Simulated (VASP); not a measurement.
Calculation: PBE GGA, VASP's PBE PAW potentials (set 64) (plane waves; VASP).

Input for VASP

**INCAR**
```
ALGO = Normal
EDIFF = 1E-6
EDIFFG = -0.01
ENCUT = 480
GGA = PE
IBRION = 2
ISIF = 3
ISMEAR = 0
LASPH = .True.
LCHARG = .False.
LMAXMIX = 4
LREAL = .False.
LWAVE = .False.
NELM = 100
NSW = 60
PREC = Accurate
SIGMA = 0.05
SYSTEM = PbTe
```

File POSCAR:
```
PbTe
1
    0.0000000000     3.2300000000     3.2300000000
    3.2300000000     0.0000000000     3.2300000000
    3.2300000000     3.2300000000     0.0000000000
Te Pb
1 1
Direct
  0.5000000000   0.5000000000   0.5000000000
  0.0000000000   0.0000000000   0.0000000000
```

File KPOINTS:
```
Automatic mesh
0
Gamma
 7 7 7
```

POTCAR, in this order: Te Pb_d (PBE.64 set). Program: vasp_std.

Output

### OSZICAR
```
       N       E                     dE             d eps       ncg     rms          rms(c)
DAV:   1     0.148442712392E+03    0.14844E+03   -0.89645E+03   560   0.128E+03
DAV:   2     0.331867176198E+01   -0.14512E+03   -0.14281E+03   584   0.325E+02
DAV:   3    -0.734800605488E+01   -0.10667E+02   -0.10496E+02   758   0.940E+01
DAV:   4    -0.761194773166E+01   -0.26394E+00   -0.26388E+00   654   0.182E+01
DAV:   5    -0.762198884572E+01   -0.10041E-01   -0.10041E-01   768   0.322E+00    0.335E+00
DAV:   6    -0.750326336138E+01    0.11873E+00   -0.28473E-01   744   0.431E+00    0.210E+00
DAV:   7    -0.750015212830E+01    0.31112E-02   -0.87732E-02   682   0.170E+00    0.920E-01
DAV:   8    -0.750189682075E+01   -0.17447E-02   -0.98819E-03   632   0.117E+00    0.153E-01
DAV:   9    -0.750186717265E+01    0.29648E-04   -0.11644E-03   828   0.408E-01    0.598E-02
DAV:  10    -0.750190062410E+01   -0.33451E-04   -0.13988E-04   596   0.103E-01    0.201E-02
DAV:  11    -0.750190826370E+01   -0.76396E-05   -0.40739E-05   686   0.590E-02    0.168E-02
DAV:  12    -0.750190812316E+01    0.14054E-06   -0.21013E-06   626   0.117E-02
   1 F= -.75019081E+01 E0= -.75019081E+01  d E =-.750191E+01
       N       E                     dE             d eps       ncg     rms          rms(c)
DAV:   1    -0.822762662082E+01   -0.72572E+00   -0.24466E+01   680   0.942E+01    0.440E+00
DAV:   2    -0.763657365694E+01    0.59105E+00   -0.11977E+00   686   0.195E+01    0.170E+00
DAV:   3    -0.752195745220E+01    0.11462E+00   -0.50484E-01   686   0.118E+01    0.369E-01
DAV:   4    -0.752221293704E+01   -0.25548E-03   -0.82317E-03   566   0.102E+00    0.270E-01
DAV:   5    -0.752210413935E+01    0.10880E-03   -0.19541E-03   622   0.430E-01    0.832E-02
DAV:   6    -0.752206574235E+01    0.38397E-04   -0.21813E-04   734   0.252E-01    0.229E-02
DAV:   7    -0.752207330817E+01   -0.75658E-05   -0.96503E-06   560   0.320E-02    0.349E-03
DAV:   8    -0.752207420596E+01   -0.89779E-06   -0.94932E-07   406   0.164E-02
   2 F= -.75220742E+01 E0= -.75220742E+01  d E =-.201661E-01
       N       E                     dE             d eps       ncg     rms          rms(c)
DAV:   1    -0.755907880554E+01   -0.37005E-01   -0.11256E+00   680   0.185E+01    0.998E-01
DAV:   2    -0.752886485009E+01    0.30214E-01   -0.61900E-02   686   0.450E+00    0.370E-01
DAV:   3    -0.752363752462E+01    0.52273E-02   -0.22684E-02   686   0.249E+00    0.743E-02
DAV:   4    -0.752367824039E+01   -0.40716E-04   -0.36235E-04   560   0.192E-01    0.566E-02
DAV:   5    -0.752370507587E+01   -0.26835E-04   -0.95078E-05   604   0.915E-02    0.141E-02
DAV:   6    -0.752370477016E+01    0.30571E-06   -0.80913E-06   722   0.487E-02
   3 F= -.75237048E+01 E0= -.75237048E+01  d E =-.217966E-01
```

File OUTCAR:
```
------------------------ aborting loop because EDIFF is reached ----------------------------------------
  FORCE on cell =-STRESS in cart. coord.  units (eV):
  Direction    XX          YY          ZZ          XY          YZ          ZX
  --------------------------------------------------------------------------------------
  Total        0.0004677      0.0004677      0.0004677     -0.0000000     -0.0000000      0.0000000
  in kB        0.0105810      0.0105810      0.0105810     -0.0000000     -0.0000000      0.0000000
  external PRESSURE =       0.0105810 kB  Pullay stress =       0.0000000 kB
  volume of cell :       70.83
      direct lattice vectors                 reciprocal lattice vectors
    -0.000000000  3.283878974  3.283878974    -0.152258961  0.152258961  0.152258961
     3.283878974 -0.000000000  3.283878974     0.152258961 -0.152258961  0.152258961
     3.283878974  3.283878974 -0.000000000     0.152258961  0.152258961 -0.152258961
  FREE ENERGIE OF THE ION-ELECTRON SYSTEM (eV)
  ---------------------------------------------------
  free  energy   TOTEN  =        -7.5237047702 eV

  energy  without entropy=       -7.5237047702  energy(sigma->0) =       -7.52370477

 reached required accuracy - stopping structural energy minimisation
```
(Selected blocks of OUTCAR.)

CONTCAR:
```
PbTe
   1.00000000000000
    -0.0000000000000000    3.2838789743063788    3.2838789743063788
     3.2838789743063788   -0.0000000000000000    3.2838789743063788
     3.2838789743063788    3.2838789743063788   -0.0000000000000000
  Te              Pb
     1     1
Direct
     0.5000000000000000    0.5000000000000000    0.5000000000000000
     0.0000000000000000    0.0000000000000000    0.0000000000000000
```

Energy and stress use the plane-wave basis of the starting cell.

The compound is PbTe in the rock salt structure. This run relaxes it. Symmetry was kept, so distortions that lower it aren't found.
